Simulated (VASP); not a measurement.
# Lattice of Lanthanum, functional by functional

Aim: relax Lanthanum at several levels of theory and compare the cells. The starting structure is a measured crystal structure from the Crystallography Open Database. The first relaxation on each setting starts from this cell expanded by 3 % in volume.

Main program and level: VASP 6.6.1; Kohn-Sham DFT with plane waves and PAW; PBEsol, LDA, PBE, PBEsol + D3(BJ), r2SCAN, r2SCAN + rVV10, vdW-DF-cx and PBEsol + D4.

## 1. The structure

The structure is hexagonal, space group P6_3/mmc (No. 194). The conventional cell has a = 3.770 Å, b = 3.770 Å, c = 12.159 Å, α = 90.00°, β = 90.00°, γ = 120.00°. Nearest to La lie 12 La at 3.74 to 3.77 Å. Nearest to La lie 12 La at 3.74 to 3.77 Å.

Coordinates:

```
La
1.0
     3.77000    0.00000    0.00000
    -1.88500    3.26492    0.00000
     0.00000    0.00000   12.15900
La
4
Direct
  0.66667 0.33333 0.25000
  0.33333 0.66667 0.75000
  0.00000 0.00000 0.50000
  0.00000 0.00000 0.00000
```

## 2. Relaxation with PBEsol

PBEsol restores the gradient expansion of exchange and is tuned for the cells of solids. This run starts from the cell of an earlier relaxation, which isn't shown; the restart sets up the plane waves anew.

Contents of INCAR:

```
SYSTEM = La
PREC = Accurate
ENCUT = 450
EDIFF = 1E-06
NELM = 100
ISMEAR = 1
SIGMA = 0.15
LREAL = .FALSE.
ALGO = Normal
GGA = PS
NBANDS = 28
LASPH = .TRUE.
LORBIT = 11
LWAVE = .FALSE.
LCHARG = .FALSE.
KPAR = 8
IBRION = 2
NSW = 50
ISIF = 3
EDIFFG = -0.006
```

Contents of POSCAR:

```
La
1.0
    3.6556290936      0.0000000000      0.0000000000
   -1.8278145468      3.1658676619      0.0000000000
    0.0000000000      0.0000000000     11.7609024360
La
4
Direct
    0.6666666667      0.3333333333      0.2500000000
    0.3333333333      0.6666666667      0.7500000000
    0.0000000000      0.0000000000      0.5000000000
    0.0000000000      0.0000000000      0.0000000000
```

Contents of KPOINTS:

```
Automatic mesh
0
Gamma
12 12 4
0 0 0
```

Potentials, in the order of the species: La (PBE family, release 64).

Started as:

```bash
> mpirun -np 8 vasp_std
```

What it wrote:

```text
[banner, memory and clock lines left out]
running    8 mpi-ranks, on    1 nodes
 distrk:  each k-point on    1 cores,    8 groups
 distr:  one band on    1 cores,    1 groups

 POSCAR found type information on POSCAR La
 POSCAR found :  1 types and       4 ions
|                                                                             |
|           W    W    AA    RRRRR   N    N  II  N    N   GGGG   !!!           |
|           W    W   A  A   R    R  NN   N  II  NN   N  G    G  !!!           |
|           W    W  A    A  R    R  N N  N  II  N N  N  G       !!!           |
|           W WW W  AAAAAA  RRRRR   N  N N  II  N  N N  G  GGG   !            |
|           WW  WW  A    A  R   R   N   NN  II  N   NN  G    G                |
|           W    W  A    A  R    R  N    N  II  N    N   GGGG   !!!           |
|                                                                             |
|     For optimal performance we recommend to set                             |
|       NCORE = 2 up to number-of-cores-per-socket                            |
|     NCORE specifies how many cores store one orbital (NPAR=cpu/NCORE).      |
|     This setting can greatly improve the performance of VASP for DFT.       |
|     The default, NCORE=1 might be grossly inefficient on modern             |
|     multi-core architectures or massively parallel machines. Do your        |
|     Unfortunately you need to use the default for GW and RPA                |
|     calculations (for HF NCORE is supported but not extensively tested      |
|     yet).                                                                   |
|                                                                             |

|                                                                             |
|               ----> ADVICE to this user running VASP <----                  |
|                                                                             |
|     You enforced a specific xc type in the INCAR file but a different       |
|     [... a line on the potential file left out ...]
|     I HOPE YOU KNOW WHAT YOU ARE DOING!                                     |
|                                                                             |

 LDA part: xc-table for (Slater+PW92), standard interpolation
 POSCAR, INCAR and KPOINTS ok, starting setup
 FFT: planning ... GRIDC
 FFT: planning ... GRID_SOFT
 FFT: planning ... GRID
 WAVECAR not read
 entering main loop
       N       E                     dE             d eps       ncg     rms          rms(c)
DAV:   1     0.551098743904E+03    0.55110E+03   -0.13510E+04  3208   0.195E+03
DAV:   2     0.101491344461E+03   -0.44961E+03   -0.44186E+03  4696   0.425E+02
DAV:   3    -0.629719308609E+01   -0.10779E+03   -0.10610E+03  5624   0.249E+02
DAV:   4    -0.192081991515E+02   -0.12911E+02   -0.12564E+02  5952   0.868E+01
DAV:   5    -0.212307094705E+02   -0.20225E+01   -0.19758E+01  6328   0.324E+01    0.529E+00
DAV:   6    -0.213974407628E+02   -0.16673E+00   -0.27232E+00  6144   0.129E+01    0.254E+00
DAV:   7    -0.213856829010E+02    0.11758E-01   -0.36805E-01  6320   0.464E+00    0.740E-01
DAV:   8    -0.213865062463E+02   -0.82335E-03   -0.47944E-02  6256   0.148E+00    0.278E-01
DAV:   9    -0.213872830652E+02   -0.77682E-03   -0.74351E-03  5944   0.583E-01    0.154E-01
DAV:  10    -0.213876224562E+02   -0.33939E-03   -0.14936E-03  5952   0.255E-01    0.873E-02
DAV:  11    -0.213878117752E+02   -0.18932E-03   -0.11240E-03  5768   0.210E-01    0.295E-02
DAV:  12    -0.213878048076E+02    0.69676E-05   -0.14670E-04  5816   0.107E-01    0.263E-02
DAV:  13    -0.213878179902E+02   -0.13183E-04   -0.11996E-04  5232   0.837E-02    0.110E-02
DAV:  14    -0.213878175909E+02    0.39935E-06   -0.10955E-05  4800   0.368E-02    0.245E-03
DAV:  15    -0.213878178802E+02   -0.28935E-06   -0.11522E-06  3024   0.145E-02
   1 F= -.21387818E+02 E0= -.21387234E+02  d E =-.213878E+02
 curvature:   0.00 expect dE= 0.000E+00 dE for cont linesearch  0.000E+00
 trial: gam= 0.00000 g(F)=  0.364E-46 g(S)=  0.937E-05 ort = 0.000E+00 (trialstep = 0.100E+01)
 search vector abs. value=  0.937E-05
 reached required accuracy - stopping structural energy minimisation
```

The job ended after 27 s (8 MPI ranks of Intel Xeon 6975P-C (Granite Rapids), shared host; peak memory 3 GiB; 3 min of CPU time).

The logs omit lines about the potential files and the build; timing stands in the text.

From OUTCAR (step 2):

```text
ion  position               nearest neighbor table
   1  0.667  0.333  0.250-   3 3.62   4 3.62   3 3.62   4 3.62   3 3.62   4 3.62
   2  0.333  0.667  0.750-   3 3.62   4 3.62   3 3.62   4 3.62   3 3.62   4 3.62
   3  0.000  0.000  0.500-   1 3.62   2 3.62   1 3.62   2 3.62   1 3.62   2 3.62
   4  0.000  0.000  0.000-   1 3.62   2 3.62   1 3.62   2 3.62   1 3.62   2 3.62

  LATTYP: Found a hexagonal cell.
 ALAT       =     3.6556290936
 C/A-ratio  =     3.2172034238

 Subroutine GETGRP returns: Found 24 space group operations
 (whereof 12 operations were pure point group operations)

The static configuration has the point symmetry D_3d.
 The point group associated with its full space group is D_6h.

 Found     57 irreducible k-points:

   k-points           NKPTS =     57   k-points in BZ     NKDIM =     57   number of bands    NBANDS=     28

   dimension x,y,z NGX =    28 NGY =   28 NGZ =   84
   dimension x,y,z NGXF=    56 NGYF=   56 NGZF=  168

   ENCUT  =  450.0 eV  33.07 Ry    5.75 a.u.   6.32  6.32 20.34*2*pi/ulx,y,z

   NELECT =      44.0000    total number of electrons

 k-points in reciprocal lattice and weights: Automatic mesh
   0.00000000  0.00000000  0.00000000       0.002
   0.08333333  0.00000000  0.00000000       0.010
   0.16666667  0.00000000  0.00000000       0.010
   0.25000000  0.00000000  0.00000000       0.010
   0.33333333  0.00000000  0.00000000       0.010
   0.41666667  0.00000000  0.00000000       0.010
   0.50000000  0.00000000  0.00000000       0.005
   0.08333333  0.08333333  0.00000000       0.010
   0.16666667  0.08333333  0.00000000       0.021
[...]
0.33333333  0.25000000  0.50000000       0.021
   0.33333333  0.33333333  0.50000000       0.003

 average (electrostatic) potential at core
       1 -95.3054       2 -95.3054       3 -95.2865       4 -95.2865

 E-fermi :   8.6239

 k-point     1 :       0.0000    0.0000    0.0000
  band No.  band energies     occupation
    ...
     16      -6.8592      2.00000
     17       5.4251      2.00000
     18       6.7154      2.00000
     19       6.7845      2.00000
     20       6.8022      2.00000
     21       9.1882     -0.00000
     22       9.3302     -0.00000
     23       9.8748     -0.00000
     24       9.8780     -0.00000
     25       9.9270     -0.00000
    ...

 k-point     2 :       0.0833    0.0000    0.0000
  band No.  band energies     occupation
    ...
     16      -6.8751      2.00000
     17       5.6343      2.00000
     18       6.9089      2.00000
     19       6.9810      2.00000
     20       7.0000      2.00000
     21       8.8963     -0.02765
     22       9.1475     -0.00001
     23       9.4039     -0.00000
     24       9.4389     -0.00000
     25       9.5896     -0.00000
    ...

 k-point     3 :       0.1667    0.0000    0.0000
  band No.  band energies     occupation
    ...
     17       6.1813      2.00000
     18       7.2768      2.00000
     19       7.4267      2.00000
     20       7.4998      2.00000
     21       8.4222      2.06715
     22       8.7371      0.04519
     23       8.9014     -0.02520
     24       8.9720     -0.00497
     25       9.2324     -0.00000
     26       9.7803     -0.00000
    ...

  Total        0.0151449      0.0151449     -0.0178441      0.0000000     -0.0000000      0.0000000
  in kB        0.1782714      0.1782714     -0.2100439      0.0000000     -0.0000000      0.0000000
  external PRESSURE =       0.0488330 kB  Pullay stress =       0.0000000 kB

  energy-cutoff  :      450.00
  volume of cell :      136.11
      direct lattice vectors                 reciprocal lattice vectors
     3.655629094  0.000000000  0.000000000     0.273550728  0.157934586  0.000000000
    -1.827814547  3.165867662  0.000000000     0.000000000  0.315869173  0.000000000
     0.000000000  0.000000000 11.760902436     0.000000000  0.000000000  0.085027489

 POSITION                                       TOTAL-FORCE (eV/Angst)
 -----------------------------------------------------------------------------------
      1.82781      1.05529      2.94023         0.000000     -0.000000      0.000000
     -0.00000      2.11058      8.82068        -0.000000      0.000000     -0.000000
      0.00000      0.00000      5.88045         0.000000      0.000000      0.000000
      0.00000      0.00000      0.00000         0.000000      0.000000      0.000000
 -----------------------------------------------------------------------------------
    total drift:                               -0.000000      0.000000      0.000000

  FREE ENERGIE OF THE ION-ELECTRON SYSTEM (eV)
  ---------------------------------------------------
  free  energy   TOTEN  =       -21.3878178802 eV

  energy  without entropy=      -21.3860648646  energy(sigma->0) =      -21.38723354

 reached required accuracy - stopping structural energy minimisation

 total charge
# of ion       s       p       d       f       tot
--------------------------------------------------
    1        2.103   5.526   0.950   0.093   8.672
    2        2.103   5.526   0.950   0.093   8.672
    3        2.100   5.518   0.960   0.102   8.679
    4        2.100   5.518   0.960   0.102   8.679
--------------------------------------------------
tot          8.405  22.087   3.821   0.389  34.701

[... 3 further parts left out ...]
```

The PAW data sets were made with PBE, which is usual practice but a small mismatch for other functionals. The run keeps the 24 symmetry operations of its start, so it cannot find a distortion of lower symmetry.

With PBEsol the relaxed cell holds 34.028 Å³ an atom, -9.05 % against the measured cell, with a = 3.656 Å and c = 11.761 Å.

## 3. Relaxation with LDA

LDA, the lowest rung, knows the local density alone. This run starts from the cell of an earlier relaxation, which isn't shown; the restart sets up the plane waves anew.

INCAR: that of step 2 with these lines changed.

```diff
@@ -9,3 +9,3 @@
 ALGO = Normal
-GGA = PS
+GGA = CA
 NBANDS = 28
```

Contents of POSCAR:

```
La
1.0
    3.5881746551      0.0000000000      0.0000000000
   -1.7940873275      3.1074504045      0.0000000000
    0.0000000000      0.0000000000     11.5269512447
La
4
Direct
    0.6666666667      0.3333333333      0.2500000000
    0.3333333333      0.6666666667      0.7500000000
    0.0000000000      0.0000000000      0.5000000000
    0.0000000000      0.0000000000      0.0000000000
```

KPOINTS is that of step 2.

Potentials, in the order of the species: La (LDA family, release 64).

Started as:

```bash
> mpirun -np 8 vasp_std
```

What it wrote:

```text
[banner, memory and clock lines left out]
running    8 mpi-ranks, on    1 nodes
[...]
[... a notice as in an earlier step ...]

 LDA part: xc-table for (Slater(with rela. corr.)+CA(PZ))
 , standard interpolation
 POSCAR, INCAR and KPOINTS ok, starting setup
[...]
entering main loop
       N       E                     dE             d eps       ncg     rms          rms(c)
DAV:   1     0.540286842909E+03    0.54029E+03   -0.13433E+04  3216   0.198E+03
DAV:   2     0.101428321938E+03   -0.43886E+03   -0.43125E+03  4600   0.429E+02
DAV:   3    -0.670491549034E+01   -0.10813E+03   -0.10645E+03  5624   0.253E+02
DAV:   4    -0.201337182359E+02   -0.13429E+02   -0.13092E+02  5944   0.899E+01
[...]
DAV:  11    -0.223304990643E+02   -0.14581E-04   -0.15614E-04  5808   0.992E-02    0.432E-03
DAV:  12    -0.223305012363E+02   -0.21720E-05   -0.20763E-05  4944   0.363E-02    0.348E-03
DAV:  13    -0.223305015048E+02   -0.26847E-06   -0.31063E-06  4000   0.171E-02
   1 F= -.22330502E+02 E0= -.22329088E+02  d E =-.223305E+02
[...]
reached required accuracy - stopping structural energy minimisation
```

It took 16 s on 8 MPI ranks; peak memory 2.4 GiB; 2 min of CPU time.

From OUTCAR (step 3):

```text
  Total       -0.0048935     -0.0048935     -0.0167812     -0.0000000      0.0000000     -0.0000000
  in kB       -0.0610016     -0.0610016     -0.2091908     -0.0000000      0.0000000     -0.0000000
  external PRESSURE =      -0.1103980 kB  Pullay stress =       0.0000000 kB

 POSITION                                       TOTAL-FORCE (eV/Angst)
 -----------------------------------------------------------------------------------
      1.79409      1.03582      2.88174         0.000000     -0.000000      0.000000
     -0.00000      2.07163      8.64521        -0.000000      0.000000      0.000000
      0.00000      0.00000      5.76348         0.000000     -0.000000     -0.000000
      0.00000      0.00000      0.00000         0.000000     -0.000000     -0.000000
 -----------------------------------------------------------------------------------
    total drift:                               -0.000000      0.000000      0.000000

  FREE ENERGIE OF THE ION-ELECTRON SYSTEM (eV)
  ---------------------------------------------------
  free  energy   TOTEN  =       -22.3305015048 eV

  energy  without entropy=      -22.3262610786  energy(sigma->0) =      -22.32908803

[... 2 parts as in an earlier step ...]

[... 2 further parts left out ...]
[key lines of the parts left out:]
E-fermi :   9.1702
```

With LDA the relaxed cell holds 32.132 Å³ an atom, -14.12 % against the measured cell, with a = 3.588 Å and c = 11.527 Å. That is -5.57 % from PBEsol.

## 4. Relaxation with PBE

PBE, the usual starting point, adds the gradient of the density. This run starts from the cell of an earlier relaxation, which isn't shown; the restart sets up the plane waves anew.

INCAR: that of step 3 with these lines changed.

```diff
@@ -9,3 +9,3 @@
 ALGO = Normal
-GGA = CA
+GGA = PE
 NBANDS = 28
```

Contents of POSCAR:

```
La
1.0
    3.7638563554      0.0000000000      0.0000000000
   -1.8819281777      3.2595952200      0.0000000000
    0.0000000000      0.0000000000     12.1149847727
La
4
Direct
    0.6666666667      0.3333333333      0.2500000000
    0.3333333333      0.6666666667      0.7500000000
    0.0000000000      0.0000000000      0.5000000000
    0.0000000000      0.0000000000      0.0000000000
```

KPOINTS is that of step 3.

The projector-augmented-wave data sets are La (PBE family, release 64).

Started as:

```bash
> mpirun -np 8 vasp_std
```

What it wrote:

```text
[banner, memory and clock lines left out]
running    8 mpi-ranks, on    1 nodes
[...]
[... a notice as in an earlier step ...]

 LDA part: xc-table for (Slater+PW92), standard interpolation
 POSCAR, INCAR and KPOINTS ok, starting setup
[...]
entering main loop
       N       E                     dE             d eps       ncg     rms          rms(c)
DAV:   1     0.554981004502E+03    0.55498E+03   -0.13612E+04  3208   0.191E+03
DAV:   2     0.105473524775E+03   -0.44951E+03   -0.44179E+03  4728   0.413E+02
DAV:   3    -0.436818715203E+01   -0.10984E+03   -0.10817E+03  5552   0.246E+02
DAV:   4    -0.173379830706E+02   -0.12970E+02   -0.12701E+02  5952   0.854E+01
[...]
DAV:  11    -0.195407418963E+02    0.10980E-04   -0.52073E-05  5856   0.586E-02    0.188E-02
DAV:  12    -0.195407458432E+02   -0.39469E-05   -0.24556E-05  5576   0.402E-02    0.181E-03
DAV:  13    -0.195407461659E+02   -0.32268E-06   -0.12987E-06  3456   0.137E-02
   1 F= -.19540746E+02 E0= -.19540312E+02  d E =-.195407E+02
[...]
reached required accuracy - stopping structural energy minimisation
```

Wall time 21 s (8 MPI ranks); peak memory 2.9 GiB; 2.6 min of CPU time.

From OUTCAR (step 4):

```text
  Total        0.0158948      0.0158948     -0.0050111      0.0000000      0.0000000      0.0000000
  in kB        0.1713352      0.1713352     -0.0540162      0.0000000      0.0000000      0.0000000
  external PRESSURE =       0.0962181 kB  Pullay stress =       0.0000000 kB

 POSITION                                       TOTAL-FORCE (eV/Angst)
 -----------------------------------------------------------------------------------
      1.88193      1.08653      3.02875        -0.000000     -0.000000     -0.000000
     -0.00000      2.17306      9.08624         0.000000      0.000000     -0.000000
      0.00000      0.00000      6.05749         0.000000      0.000000      0.000000
      0.00000      0.00000      0.00000        -0.000000      0.000000      0.000000
 -----------------------------------------------------------------------------------
    total drift:                               -0.000000     -0.000000      0.000000

  FREE ENERGIE OF THE ION-ELECTRON SYSTEM (eV)
  ---------------------------------------------------
  free  energy   TOTEN  =       -19.5407461659 eV

  energy  without entropy=      -19.5394443351  energy(sigma->0) =      -19.54031222

[... 2 parts as in an earlier step ...]

[... 2 further parts left out ...]
[key lines of the parts left out:]
E-fermi :   7.8825
```

With PBE the relaxed cell holds 37.159 Å³ an atom, -0.69 % against the measured cell, with a = 3.764 Å and c = 12.115 Å. That is +9.20 % from PBEsol.

[end of part 1 of 3]

[Lines on the potential files, build, host, timing and source positions are cut from VASP's logs without a mark.]

[Logs are printed without paths, hosts, clocks, repeated set-up lines and the standing remarks that a program may print on its own settings, such as how far it seeks lower states.]

[Hosts, paths, dates, database ids (printed as entryN), source tags and the programs' standing remarks are cut or masked in the printed files.]
